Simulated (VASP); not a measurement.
## GeAuBr3: single point with PBE

GeAuBr3:

```
Au Ge Br
1.0
     5.38000    0.00000    0.00000
     0.00000    5.38000    0.00000
     0.00000    0.00000    5.38000
Au Ge Br
1 1 3
Cartesian
  0.0000 0.0000 0.0000
  2.6900 2.6900 2.6900
  2.6900 2.6900 0.0000
  2.6900 0.0000 2.6900
  0.0000 2.6900 2.6900
```

The cell comes from a database or a generator and needn't be the stable form of this composition.

```json
{"Program": "VASP 6.6.1", "Task": "single point", "Functional": "PBE", "Potentials or basis": "VASP PAW PBE potentials, release 64 (Au, Ge_d, Br)", "Cutoff": "520 eV", "k mesh": "4 × 4 × 4", "Occupations": "gaussian, width 0.05 eV", "Spin": "no spin polarisation"}
```

- Pressure: -0.8 GPa
- Band gap on the k mesh: none (metal or under the smearing width)

Levels at points of the mesh, in eV from the Fermi level:
| k point | band 19 | band 20 | band 21 | band 22 | band 23 | band 24 | band 25 | band 26 | band 27 | band 28 |
| --- | --- | --- | --- | --- | --- | --- | --- | --- | --- | --- |
| (0.00, 0.00, 0.00) | -1.78 | -1.78 | -1.74 | -1.74 | -1.74 | -0.78 | 6.38 | 6.38 | 6.38 | 6.50 |
| (0.50, 0.00, 0.00) | -1.85 | -1.34 | -1.26 | -1.26 | -1.00 | 0.35 | 2.48 | 4.11 | 5.94 | 5.94 |
| (0.50, 0.50, 0.00) | -1.80 | -1.38 | -1.38 | -0.96 | 0.13 | 0.46 | 1.83 | 1.83 | 5.17 | 5.40 |
| (0.50, 0.50, 0.50) | -1.83 | -1.06 | -1.06 | -1.06 | -0.54 | 1.14 | 1.28 | 1.28 | 1.28 | 6.66 |

Run time: 39 s on 1 thread of Intel(R) Xeon(R) Platinum 8559C (Emerald Rapids), on a shared host, peak memory 0.27 GiB.

The run has no spin-orbit coupling, so splittings on Au are missing.
